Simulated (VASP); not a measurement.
# TiAl2: structure and properties in VASP, part 3 of 6

Wanted: the relaxed cell of TiAl2 and its properties. The start is a cell from a database of measured crystal structures.

VASP 6.6.1; PBEsol; plane waves and PAW (Ti_sv, Al).

So far. Step 3 (Second relaxation): It ends with a largest force of 0.003 eV/Å and a pressure of -0.03 GPa. The volume moved by under 0.01 %: the run met its threshold at the first step. Step 4 (Single point with fields (PBEsol)): In this run the pressure is -0.03 GPa, small enough to go on. The relaxed cell has a, b, c = 3.900, 12.050, 3.970 Å (conventional setting).

## Step 5: Bands along the symmetry lines (PBEsol)

The mesh alone shows little of the dispersion and can miss band extrema, so KPOINTS_OPT adds a path through the symmetry points after the self-consistent cycle.

INCAR reads:

```
SYSTEM = TiAl2
PREC = Accurate
ENCUT = 400
EDIFF = 1E-06
NELM = 100
ISMEAR = 1
SIGMA = 0.2
LREAL = .FALSE.
ALGO = Normal
GGA = PS
NBANDS = 34
LASPH = .TRUE.
LORBIT = 11
LWAVE = .FALSE.
LCHARG = .FALSE.
KPAR = 4
```

POSCAR reads:

```
TiAl2
1.0
    3.9003963231      0.0000000000      0.0000000000
    0.0000000000      0.0000000000      3.9698210848
    1.9501981615     -6.0251219383      0.0000000000
Ti Al
2 4
Direct
    0.3437692304      0.0000000000      0.3124615392
    0.6562307696      0.0000000000      0.6875384608
    0.0000000000      0.0000000000      0.0000000000
    0.1728241345      0.5000000000      0.6543517311
    0.8271758655      0.5000000000      0.3456482689
    0.5000000000      0.5000000000      0.0000000000
```

KPOINTS reads:

```
Automatic mesh
0
Gamma
7 7 7
0 0 0
```

KPOINTS_OPT reads:

```
Line mode
16
Line-mode
Reciprocal
  0.00000000   0.00000000   0.00000000 GAMMA
  0.55238366   0.00000000   0.27619183 X

  0.55238366   0.00000000   0.27619183 X
  0.50000000   0.00000000   0.00000000 S

  0.50000000   0.00000000   0.00000000 S
  0.50000000   0.50000000   0.00000000 R

  0.50000000   0.50000000   0.00000000 R
  0.55238366   0.50000000   0.27619183 A

  0.55238366   0.50000000   0.27619183 A
  0.00000000   0.50000000   0.00000000 Z

  0.00000000   0.50000000   0.00000000 Z
  0.00000000   0.00000000   0.00000000 GAMMA

  0.00000000   0.00000000   0.00000000 GAMMA
  0.00000000   0.00000000  -0.50000000 Y

  0.00000000   0.00000000  -0.50000000 Y
  0.44761634   0.00000000  -0.27619183 X1

  0.44761634   0.00000000  -0.27619183 X1
  0.44761634   0.50000000  -0.27619183 A1

  0.44761634   0.50000000  -0.27619183 A1
  0.00000000   0.50000000  -0.50000000 T

  0.00000000   0.50000000  -0.50000000 T
  0.00000000   0.00000000  -0.50000000 Y

  0.00000000   0.50000000   0.00000000 Z
  0.00000000   0.50000000  -0.50000000 T
```

The projector-augmented-wave data sets are Ti_sv and Al (PBE family, release 64).

Command:

```
$ mpirun -np 4 vasp_std
```

Log:

```text
[... set-up lines as in an earlier step ...]
 entering main loop
       N       E                     dE             d eps       ncg     rms          rms(c)
DAV:   1     0.302405593225E+03    0.30241E+03   -0.13556E+04  4384   0.886E+02
DAV:   2    -0.484125998426E+01   -0.30725E+03   -0.29411E+03  4482   0.296E+02
DAV:   3    -0.369151553299E+02   -0.32074E+02   -0.31425E+02  7106   0.843E+01
DAV:   4    -0.394665877133E+02   -0.25514E+01   -0.25232E+01  5884   0.213E+01
DAV:   5    -0.396031352602E+02   -0.13655E+00   -0.13652E+00  6242   0.431E+00    0.157E+01
DAV:   6    -0.366301079384E+02    0.29730E+01   -0.17881E+01  5592   0.326E+01    0.707E+00
DAV:   7    -0.357490259218E+02    0.88108E+00   -0.44371E+00  5266   0.168E+01    0.396E+00
DAV:   8    -0.356574390583E+02    0.91587E-01   -0.44356E-01  5272   0.554E+00    0.118E+00
DAV:   9    -0.356392851793E+02    0.18154E-01   -0.95503E-02  5338   0.268E+00    0.434E-01
DAV:  10    -0.356389035842E+02    0.38160E-03   -0.48678E-03  5542   0.430E-01    0.256E-01
DAV:  11    -0.356389721308E+02   -0.68547E-04   -0.23348E-03  5840   0.329E-01    0.111E-01
DAV:  12    -0.356388839756E+02    0.88155E-04   -0.69886E-04  5326   0.235E-01    0.430E-02
DAV:  13    -0.356388598001E+02    0.24175E-04   -0.89537E-05  5096   0.891E-02    0.132E-02
DAV:  14    -0.356388587286E+02    0.10715E-05   -0.44877E-06  5220   0.169E-02    0.244E-03
DAV:  15    -0.356388586838E+02    0.44809E-07   -0.54008E-07  2666   0.542E-03
   1 F= -.35638859E+02 E0= -.35639545E+02  d E =0.205915E-02
 Start KPOINTS_OPT (optional k-point list driver)
k-point batch [1-64\192]
       N       E                     dE             ncg
DAV:   1    -0.199262513693E+04   -0.57274E+05     4424
DAV:   2    -0.218431023685E+05   -0.19850E+05     4526
DAV:   3    -0.239846452563E+05   -0.21415E+04     7116
DAV:   4    -0.241610865748E+05   -0.17644E+03     5682
DAV:   5    -0.241708369507E+05   -0.97504E+01     6000
DAV:   6    -0.241709074431E+05   -0.70492E-01     5594
DAV:   7    -0.241709094592E+05   -0.20161E-02     6094
DAV:   8    -0.241709094995E+05   -0.40352E-04     5092
DAV:   9    -0.241709095016E+05   -0.20549E-05     3686
DAV:  10    -0.241709095017E+05   -0.13859E-06     2962
[...]
k-point batch [129-192\192]
       N       E                     dE             ncg
DAV:   1    -0.186768460620E+04   -0.56663E+05     4424
DAV:   2    -0.216520891125E+05   -0.19784E+05     4510
DAV:   3    -0.238328899320E+05   -0.21808E+04     7180
DAV:   4    -0.240004237503E+05   -0.16753E+03     5746
DAV:   5    -0.240099182602E+05   -0.94945E+01     6222
DAV:   6    -0.240099788469E+05   -0.60587E-01     5628
DAV:   7    -0.240099805069E+05   -0.16599E-02     6294
DAV:   8    -0.240099805290E+05   -0.22164E-04     5152
DAV:   9    -0.240099805299E+05   -0.87275E-06     3802
```

It took 52 s on 4 MPI ranks of Intel Xeon Platinum 8559C (Emerald Rapids), shared host; peak memory 1.2 GiB.

Parts of OUTCAR (step 5):

```text
   k-points           NKPTS =     64   k-points in BZ     NKDIM =     64   number of bands    NBANDS=     34

   NELECT =      36.0000    total number of electrons

 E-fermi :   8.6706

 k-point     1 :       0.0000    0.0000    0.0000
  band No.  band energies     occupation
    ...
     14       6.9198      2.00000
     15       7.0431      2.00000
     16       7.9540      2.00000
     17       8.1274      2.00084
     18       8.1630      2.00195
     19       9.0365     -0.02667
     20       9.2340     -0.00050
     21       9.5288     -0.00000
     22       9.6680     -0.00000
     23       9.7182     -0.00000
    ...

  Total       -0.0193372     -0.0179921     -0.0252946     -0.0000000      0.0000000      0.0000000
  in kB       -0.3320915     -0.3089913     -0.4344026     -0.0000000      0.0000000      0.0000000
  external PRESSURE =      -0.3584951 kB  Pullay stress =       0.0000000 kB

 POSITION                                       TOTAL-FORCE (eV/Angst)
 -----------------------------------------------------------------------------------
      1.95020     -1.88262      0.00000         0.000000      0.000206      0.000000
      3.90040     -4.14250      0.00000        -0.000000     -0.000206      0.000000
      0.00000      0.00000      0.00000         0.000000      0.000000      0.000000
      1.95020     -3.94255      1.98491        -0.000000     -0.002887      0.000000
      3.90040     -2.08257      1.98491         0.000000      0.002887      0.000000
      1.95020      0.00000      1.98491         0.000000      0.000000      0.000000
 -----------------------------------------------------------------------------------
    total drift:                               -0.000000      0.000000     -0.000000

  FREE ENERGIE OF THE ION-ELECTRON SYSTEM (eV)
  ---------------------------------------------------
  free  energy   TOTEN  =       -35.6388586838 eV

  energy  without entropy=      -35.6409178314  energy(sigma->0) =      -35.63954507

[... 8 parts as in an earlier step ...]

[... 8 further parts left out ...]
```

The cell is typed on its shortest vectors, so the axes of tensors and the coordinates of k-points follow the printed cell and not the standard setting.

This step gave:

| Item | Value |
| --- | --- |
| SCF cycles | 15 |
| bands | 34 |
| pressure | -0.03585 GPa |

Electronic bands along the path, in eV, zero at the Fermi level; # counts the bands kept, so #1 is VASP's band 9:

```tsv
point	#7	#8	#9	#10	#11	#12	#13	#14
Γ	-1.63	-0.72	-0.54	-0.51	0.37	0.56	0.86	1.00
0.47 of the way	-1.54	-1.12	-0.65	-0.64	0.68	1.01	1.26	1.51
X	-1.59	-1.17	-1.06	-0.33	0.91	1.00	1.11	1.69
0.47 of the way	-1.72	-1.22	-1.02	-0.33	0.93	1.06	1.23	1.60
S	-1.67	-1.29	-1.00	-0.28	0.82	1.17	1.32	1.46
0.47 of the way	-2.13	-1.66	-1.54	-0.59	-0.16	1.25	1.51	1.55
R	-2.45	-1.76	-1.52	-1.14	-0.57	1.26	1.31	1.34
0.53 of the way	-2.72	-1.86	-1.44	-0.87	-0.66	1.26	1.26	1.31
A	-2.73	-2.08	-1.16	-0.79	-0.75	1.18	1.25	1.31
0.47 of the way	-2.73	-2.73	-1.99	-0.59	0.65	1.14	1.40	1.44
Z	-1.57	-0.85	-0.20	0.07	0.56	1.04	1.12	1.36
0.53 of the way	-1.38	-1.08	-0.48	-0.01	0.28	0.46	0.50	1.21
Γ	-1.63	-0.72	-0.54	-0.51	0.37	0.56	0.86	1.00
0.47 of the way	-1.66	-0.78	-0.71	-0.54	0.30	0.83	1.01	1.09
Y	-1.77	-1.27	-0.71	-0.54	0.23	1.18	1.22	1.25
0.53 of the way	-1.89	-1.18	-0.96	-0.21	0.04	0.66	0.71	1.88
X1	-1.59	-1.17	-1.06	-0.33	0.91	1.00	1.11	1.69
0.47 of the way	-2.23	-2.03	-1.01	-0.72	0.32	0.40	1.41	1.63
A1	-2.73	-2.08	-1.16	-0.79	-0.75	1.18	1.25	1.31
0.47 of the way	-1.79	-1.07	-0.76	-0.72	0.08	1.16	1.19	1.40
T	-2.00	-0.85	0.06	0.83	0.95	1.36	1.48	1.75
0.53 of the way	-1.76	-1.03	-0.67	0.05	0.47	1.19	1.26	1.51
Y	-1.77	-1.27	-0.71	-0.54	0.23	1.18	1.22	1.25
jump to Z	-1.57	-0.85	-0.20	0.07	0.56	1.04	1.12	1.36
0.47 of the way	-1.82	-0.63	-0.41	0.71	0.79	1.12	1.17	1.50
T	-2.00	-0.85	0.06	0.83	0.95	1.36	1.48	1.75
```

Of the projections kept (Ti, Al), the largest for each band there; the rest of the weight can lie on other orbitals:

```tsv
point	#7	#8	#9	#10	#11	#12	#13	#14
Γ	Ti 0.51	Ti 0.74	Ti 0.86	Ti 0.84	Ti 1.00	Ti 0.93	Ti 0.70	Ti 1.00
X	Ti 0.84	Ti 0.84	Ti 0.80	Ti 0.81	Ti 0.91	Ti 1.00	Ti 0.85	Ti 0.98
S	Ti 0.76	Ti 0.84	Ti 0.91	Ti 0.80	Ti 0.97	Ti 0.90	Ti 0.84	Ti 0.98
R	Al 0.59	Ti 0.85	Ti 0.68	Ti 0.60	Ti 0.91	Ti 0.99	Ti 1.00	Ti 0.94
A	Al 0.56	Ti 0.51	Ti 0.82	Ti 0.77	Ti 0.89	Ti 0.89	Ti 0.99	Ti 1.00
Z	Ti 0.77	Ti 0.75	Ti 0.77	Ti 1.00	Ti 0.89	Ti 0.98	Ti 0.94	Ti 0.81
```

There is no gap at this level.

## Step 6: Density of states (PBEsol)

A density of states needs more k-points than a total energy; ISMEAR = -5 takes tetrahedra, and LORBIT projects the states on the PAW spheres. The mesh is finer than in the run before.

Changes to INCAR since step 5:

```diff
@@ -5,3 +5,3 @@
 NELM = 100
-ISMEAR = 1
+ISMEAR = -5
 SIGMA = 0.2
@@ -16 +16,2 @@
 KPAR = 4
+NEDOS = 2001
```

POSCAR is that of step 5.

KPOINTS reads:

```
Automatic mesh
0
Gamma
11 10 11
0 0 0
```

Command:

```
$ mpirun -np 4 vasp_std
```

Log:

```text
[... set-up lines as in an earlier step ...]
 entering main loop
       N       E                     dE             d eps       ncg     rms          rms(c)
DAV:   1     0.303034183701E+03    0.30303E+03   -0.13545E+04 14856   0.887E+02
DAV:   2    -0.467711281304E+01   -0.30771E+03   -0.29475E+03 15058   0.296E+02
DAV:   3    -0.367799075389E+02   -0.32103E+02   -0.31420E+02 23908   0.844E+01
DAV:   4    -0.394672217026E+02   -0.26873E+01   -0.26564E+01 19854   0.215E+01
DAV:   5    -0.396024872366E+02   -0.13527E+00   -0.13526E+00 21088   0.420E+00    0.157E+01
DAV:   6    -0.366111845848E+02    0.29913E+01   -0.18041E+01 18794   0.325E+01    0.702E+00
DAV:   7    -0.357471448646E+02    0.86404E+00   -0.44496E+00 17532   0.167E+01    0.396E+00
DAV:   8    -0.356561102581E+02    0.91035E-01   -0.45224E-01 17742   0.555E+00    0.119E+00
DAV:   9    -0.356371185420E+02    0.18992E-01   -0.98183E-02 17878   0.270E+00    0.435E-01
DAV:  10    -0.356367509232E+02    0.36762E-03   -0.50394E-03 18534   0.430E-01    0.260E-01
DAV:  11    -0.356368384782E+02   -0.87555E-04   -0.24369E-03 19420   0.340E-01    0.115E-01
DAV:  12    -0.356367218371E+02    0.11664E-03   -0.75487E-04 17746   0.243E-01    0.431E-02
DAV:  13    -0.356367007322E+02    0.21105E-04   -0.96196E-05 16830   0.916E-02    0.142E-02
DAV:  14    -0.356366985456E+02    0.21866E-05   -0.50458E-06 17540   0.184E-02    0.224E-03
DAV:  15    -0.356366984641E+02    0.81540E-07   -0.55787E-07  9094   0.526E-03
   1 F= -.35636698E+02 E0= -.35636698E+02  d E =0.000000E+00
 -----------------------------------------------------------------------------
|                                                                             |
|           W    W    AA    RRRRR   N    N  II  N    N   GGGG   !!!           |
|           W    W   A  A   R    R  NN   N  II  NN   N  G    G  !!!           |
|           W    W  A    A  R    R  N N  N  II  N N  N  G       !!!           |
|           W WW W  AAAAAA  RRRRR   N  N N  II  N  N N  G  GGG   !            |
|           WW  WW  A    A  R   R   N   NN  II  N   NN  G    G                |
|           W    W  A    A  R    R  N    N  II  N    N   GGGG   !!!           |
|                                                                             |
|     Tetrahedron method does not include variations of the Fermi             |
|     occupations, so forces and stress will be inaccurate. We suggest        |
|     using a different smearing scheme ISMEAR = 1 or 2 for metals in         |
|     relaxations.                                                            |
|                                                                             |
 -----------------------------------------------------------------------------
```

Wall time 63 s (4 MPI ranks); peak memory 1.7 GiB; 4.1 min of CPU time.

Parts of OUTCAR (step 6):

```text
   k-points           NKPTS =    216   k-points in BZ     NKDIM =    216   number of bands    NBANDS=     34

   NELECT =      36.0000    total number of electrons

 E-fermi :   8.6657

 k-point     1 :       0.0000    0.0000    0.0000
  band No.  band energies     occupation
    ...
     14       6.9195      2.00000
     15       7.0438      2.00000
     16       7.9537      2.00000
     17       8.1276      2.00000
     18       8.1636      2.00000
     19       9.0365      0.00000
     20       9.2336      0.00000
     21       9.5291      0.00000
     22       9.6681      0.00000
     23       9.7184      0.00000
    ...

  Total        0.0046633     -0.0149883     -0.0506839     -0.0000000      0.0000000      0.0000000
  in kB        0.0800867     -0.2574047     -0.8704331     -0.0000000      0.0000000      0.0000000
  external PRESSURE =      -0.3492504 kB  Pullay stress =       0.0000000 kB

 POSITION                                       TOTAL-FORCE (eV/Angst)
 -----------------------------------------------------------------------------------
      1.95020     -1.88262      0.00000         0.000000      0.002043     -0.000000
      3.90040     -4.14250      0.00000        -0.000000     -0.002043     -0.000000
      0.00000      0.00000      0.00000         0.000000      0.000000     -0.000000
      1.95020     -3.94255      1.98491        -0.000000     -0.004317      0.000000
      3.90040     -2.08257      1.98491         0.000000      0.004317     -0.000000
      1.95020      0.00000      1.98491         0.000000      0.000000     -0.000000
 -----------------------------------------------------------------------------------
    total drift:                               -0.000000      0.000000     -0.000000

  FREE ENERGIE OF THE ION-ELECTRON SYSTEM (eV)
  ---------------------------------------------------
  free  energy   TOTEN  =       -35.6366984641 eV

  energy  without entropy=      -35.6366984641  energy(sigma->0) =      -35.63669846

[... 6 parts as in an earlier step ...]

[... 10 further parts left out ...]
```

With tetrahedra the forces and stress of a metal are not exact derivatives of the energy.

This step gave:

```
irreducible k-points   : 216
Fermi energy           : 8.666 eV
pressure               : -0.03493 GPa
DOS at the Fermi level : 2.241 states/eV/cell
```

The density of states has structure finer than the step of the table below, so its rows give means over 0.5 eV, whole bins alone (the curve runs from -12.0 to 2.55 eV). Peaks (eV: height): total -1.73: 5.11, 1.15: 6.83, 1.59: 10.8; Ti d -0.25: 2.01, 1.59: 7.16; Al p -1.73: 0.539, -1.21: 0.368, 1.59: 0.307; Al s -7.92: 0.26, -5.34: 0.335, -4.90: 0.360, 1.59: 0.0707; Ti p -1.73: 0.120, 1.15: 0.102, 1.59: 0.166, 1.81: 0.140.

States under -12.0 eV and over 2.6 eV are left out. Table of density of states by energy, zero at the Fermi level; means over each step; values in states/eV/cell:

```tsv
energy (eV)	total	Ti d	Al p	Al s	Ti p	Ti s
-10.5	0	0	0	0	0	0
-10.0	0.174	0	8.7e-4	0.0415	8.1e-4	0.00959
-9.5	0.569	6.4e-4	0.00688	0.134	0.00560	0.0266
-9.0	0.694	0.00232	0.0140	0.160	0.00995	0.0270
-8.5	0.808	0.00503	0.0226	0.181	0.0148	0.0258
-8.0	1.10	0.0117	0.0387	0.238	0.0223	0.0319
-7.5	0.924	0.0148	0.0378	0.191	0.0195	0.0281
-7.0	1.19	0.0254	0.0571	0.232	0.0268	0.0421
-6.5	1.35	0.0367	0.0723	0.254	0.0332	0.0457
-6.0	1.49	0.0543	0.0862	0.273	0.0401	0.0415
-5.5	1.76	0.0891	0.108	0.315	0.0460	0.0400
-5.0	1.66	0.119	0.104	0.290	0.0406	0.0286
-4.5	1.68	0.141	0.124	0.249	0.0410	0.0386
-4.0	1.85	0.183	0.180	0.185	0.0414	0.0606
-3.5	2.00	0.218	0.230	0.133	0.0506	0.0621
-3.0	2.57	0.348	0.313	0.126	0.0733	0.0608
-2.5	3.14	0.529	0.400	0.0844	0.107	0.0470
-2.0	4.33	1.11	0.498	0.0746	0.107	0.0394
-1.5	3.98	1.32	0.384	0.0581	0.0857	0.0397
-1.0	3.67	1.50	0.303	0.0405	0.0647	0.0247
-0.5	3.56	1.67	0.244	0.0363	0.0465	0.0256
0.0	2.56	1.35	0.130	0.0234	0.0248	0.0202
0.5	3.43	1.92	0.144	0.0299	0.0358	0.0336
1.0	5.26	3.14	0.185	0.0406	0.0691	0.0585
1.5	7.44	4.82	0.217	0.0533	0.108	0.101
2.0	5.26	3.32	0.161	0.0513	0.122	0.0630
```

The finer mesh and the other smearing move the Fermi level by -0.00 eV from the 7×7×7 run, a small shift, which tests the Fermi level alone. Of the states within 0.3 eV of the Fermi level, the largest shares in the PAW spheres are Ti d 53 % and Al p 5 %. The rest lies in smaller channels or between the spheres.

(Continued in part 4 of 6.)

[Lines on the potential files, build, host, timing and source positions are cut from VASP's logs without a mark.]

[Logs are printed without paths, hosts, clocks, repeated set-up lines and the standing remarks that a program may print on its own settings, such as how far it seeks lower states.]

[Hosts, paths, dates, database ids (printed as entryN), source tags and the programs' standing remarks are cut or masked in the printed files.]

[A measured line is paired with the nearest computed mode of its activity, which favours agreement.]

[In band tables of VASP the shares of atoms and orbitals are scaled to a sum of 1 inside the atoms' spheres.]
